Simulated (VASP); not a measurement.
Given:

```
CdHgSe2
1.0
    0.00000     3.05771     3.05771
    3.05771     0.00000     3.05771
   12.22159    12.22159     0.00924
Hg Se Cd
2 4 2
Direct
  0.00097   0.00097   0.99927
  0.99925   0.99925   0.25056
  0.24967   0.24967   0.06274
  0.24822   0.24822   0.31384
  0.25036   0.25036   0.56223
  0.25242   0.25242   0.81069
  0.99873   0.99873   0.50095
  0.00038   0.00038   0.74971
```

These are PBEsol GGA, VASP's PBE PAW potentials (set 64) (plane waves; VASP) values and carry that method's errors. Numerical set-up: 400 eV cut-off, 10×10×3 Γ-centred mesh, tetrahedra with Blöchl corrections, potentials Hg Se Cd.

The cores are frozen, which limits the accuracy of field gradients.

Q: Give the principal components of the electric field gradient (V/Å²) and the asymmetry η at each nucleus.

A: 
```
atom    Vxx    Vyy    Vzz     η
----  -----  -----  -----  ----
Hg1     1.3    1.3   -2.5  0.00
Hg2     2.0    2.0   -4.0  0.00
Se3     0.5    0.5   -0.9  0.00
Se4    26.0   26.0  -51.9  0.00
Se5     1.1    1.1   -2.2  0.00
Se6   -23.0  -23.0   46.0  0.00
Cd7    -1.0   -1.0    2.1  0.00
Cd8    -1.5   -1.5    3.0  0.00
```

The structure was generated: Cd2Hg2Se4 was put into an ordered model structure (R3m), which need not be its known phase. It was relaxed first.
